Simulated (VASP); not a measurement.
Write the native input for VASP 6.6.1 that does the following.

```
Task                   : relaxation of cell and atoms
Functional             : LDA
Potentials or basis    : VASP PAW LDA potentials, release 64 (In_d, As)
Cutoff                 : 600 eV
k mesh                 : 10 × 10 × 10
Occupations            : gaussian, width 0.03 eV
Spin                   : no spin polarisation
Further INCAR settings : ALGO = Normal; EDIFF = 1e-06; IBRION = 2; EDIFFG = -0.01; NSW = 90; ISIF = 3
```

The structure of InAs lies in POSCAR:

```
InAs
1.0
    0.0000000000      3.0180000000      3.0180000000
    3.0180000000      0.0000000000      3.0180000000
    3.0180000000      3.0180000000      0.0000000000
In As
1 1
Direct
    0.0000000000      0.0000000000      0.0000000000
    0.2500000000      0.2500000000      0.2500000000
```

One way to write it, as run:

INCAR

```
ALGO = Normal
EDIFF = 1E-6
EDIFFG = -0.01
ENCUT = 600
GGA = CA
IBRION = 2
ISIF = 3
ISMEAR = 0
LASPH = True
LCHARG = False
LREAL = False
LWAVE = False
NELM = 80
NSW = 90
PREC = Accurate
SIGMA = 0.03
```

KPOINTS

```
k-points
0
Gamma
  10 10 10
```

Potentials or basis: VASP PAW LDA potentials, release 64 (In_d, As).

Command:

```console
$ cat potpaw_LDA.64/In_d/POTCAR potpaw_LDA.64/As/POTCAR > POTCAR
$ mpirun -np 1 vasp_std > vasp.out
```

Results of the run:

```json
{"Relaxed volume": "27.44 Å³/atom", "Relaxed cell": "a = 4.265 Å, b = 4.265 Å, c = 4.265 Å, α = 60.00°, β = 60.00°, γ = 60.00°", "Space group after relaxing (to 0.05 Å)": "F-43m (No. 216)", "Energy gained by relaxing": "0.0 meV/atom", "Ionic steps": "3", "Pressure after relaxing": "0.0 GPa", "Band gap on the k mesh": "none (metal or under the smearing width)"}
```

Caveat: this crystal is a semiconductor, whose small gap the functional closes, so the metal is an error of the method.

It took 55 s on 1 thread of Intel(R) Xeon(R) Platinum 8259CL CPU @ 2.50GHz (Skylake/Cascade Lake), on a shared host, peak memory 0.21 GiB.
